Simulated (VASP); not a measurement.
All values below come from PBE GGA, VASP's PBE PAW potentials (set 64) (plane waves; VASP).

Input for VASP

KPOINTS:
```
kpoints
0
G
 9 9 7
```

POSCAR:
```
TaSi
1
    4.4035985282    -0.0000000000    -0.0000000000
   -2.2017992641     3.8136283856     0.0000000000
    0.0000000000    -0.0000000000     4.9873453139
Ta Si
2 2
Direct
  0.3333330000   0.6666670000   0.9374654928
  0.6666670000   0.3333330000   0.4374654928
  0.3333330000   0.6666670000   0.4375345072
  0.6666670000   0.3333330000   0.9375345072
```

### INCAR
```
ALGO=Normal
EDIFF=1E-7
ENCUT=400
GGA=PE
ISIF=2
ISMEAR=-5
LASPH=T
LCHARG=T
LEFG=T
LMAXMIX=6
LORBIT=11
LREAL=F
LWAVE=F
NEDOS=601
NELM=100
PREC=Accurate
SYSTEM=TaSi
```

POTCAR, in this order: Ta_pv Si (PBE.64 set). Program: vasp_std.

Output of the run:

OSZICAR:
```
       N       E                     dE             d eps       ncg     rms          rms(c)
DAV:   1     0.171267610252E+03    0.17127E+03   -0.13980E+04  1904   0.120E+03
DAV:   2    -0.288258640435E+02   -0.20009E+03   -0.19549E+03  2212   0.321E+02
DAV:   3    -0.358901702955E+02   -0.70643E+01   -0.68234E+01  2560   0.523E+01
DAV:   4    -0.360266807199E+02   -0.13651E+00   -0.13380E+00  2365   0.648E+00
DAV:   5    -0.360310792370E+02   -0.43985E-02   -0.43444E-02  2447   0.948E-01    0.201E+01
DAV:   6    -0.335796725225E+02    0.24514E+01   -0.92507E+00  2141   0.173E+01    0.799E+00
DAV:   7    -0.334878041880E+02    0.91868E-01   -0.76072E-01  2516   0.471E+00    0.289E+00
DAV:   8    -0.334675332713E+02    0.20271E-01   -0.88257E-02  2281   0.175E+00    0.413E-01
DAV:   9    -0.334668306673E+02    0.70260E-03   -0.84504E-03  2193   0.607E-01    0.180E-01
DAV:  10    -0.334669039564E+02   -0.73289E-04   -0.49641E-04  2342   0.150E-01    0.393E-02
DAV:  11    -0.334668908941E+02    0.13062E-04   -0.22613E-04  2304   0.886E-02    0.240E-02
DAV:  12    -0.334668938631E+02   -0.29690E-05   -0.26666E-05  2268   0.324E-02    0.312E-03
DAV:  13    -0.334668937434E+02    0.11974E-06   -0.63625E-07  2360   0.542E-03    0.935E-04
DAV:  14    -0.334668934782E+02    0.26518E-06   -0.13316E-07  1481   0.217E-03    0.411E-04
DAV:  15    -0.334668934106E+02    0.67577E-07   -0.14790E-08  1272   0.732E-04
   1 F= -.33466893E+02 E0= -.33466893E+02  d E =0.000000E+00
```

**OUTCAR**
```
------------------------ aborting loop because EDIFF is reached ----------------------------------------
  FORCE on cell =-STRESS in cart. coord.  units (eV):
  Direction    XX          YY          ZZ          XY          YZ          ZX
  --------------------------------------------------------------------------------------
  Total       -0.0748921     -0.0748921      0.2809543      0.0000000      0.0000000      0.0000000
  in kB       -1.4326193     -1.4326195      5.3744097      0.0000000      0.0000000      0.0000000
  external PRESSURE =       0.8363903 kB  Pullay stress =       0.0000000 kB
  volume of cell :       83.76
      direct lattice vectors                 reciprocal lattice vectors
     4.403598528  0.000000000  0.000000000     0.227087005  0.131108737  0.000000000
    -2.201799264  3.813628386  0.000000000     0.000000000  0.262217473  0.000000000
     0.000000000  0.000000000  4.987345314     0.000000000  0.000000000  0.200507472
 POSITION                                       TOTAL-FORCE (eV/Angst)
 -----------------------------------------------------------------------------------
     -0.00000      2.54242      4.67546        -0.000000      0.000000      0.006148
      2.20180      1.27121      2.18179        -0.000000     -0.000000      0.006148
     -0.00000      2.54242      2.18214        -0.000000      0.000000     -0.006148
      2.20180      1.27121      4.67581         0.000000      0.000000     -0.006148
 -----------------------------------------------------------------------------------
    total drift:                               -0.000775      0.000447     -0.000006
  FREE ENERGIE OF THE ION-ELECTRON SYSTEM (eV)
  ---------------------------------------------------
  free  energy   TOTEN  =       -33.4668934106 eV

  energy  without entropy=      -33.4668934106  energy(sigma->0) =      -33.46689341

 total charge

# of ion       s       p       d       tot
------------------------------------------
    1        0.308   6.128   2.412   8.848
    2        0.308   6.128   2.412   8.848
    3        0.785   1.002   0.000   1.788
    4        0.785   1.002   0.000   1.788
--------------------------------------------------
tot          2.186  14.261   4.824  21.271
```
(Selected blocks of OUTCAR.)

For a metal the tetrahedron method with Blöchl corrections gives inexact stress and forces.

The structure was generated: TaSi was put into the wurtzite type (P6_3mc), which need not be its known phase. It was relaxed first, which changed the volume by -39 %. The relaxed cell has space group P6_3/mmc.
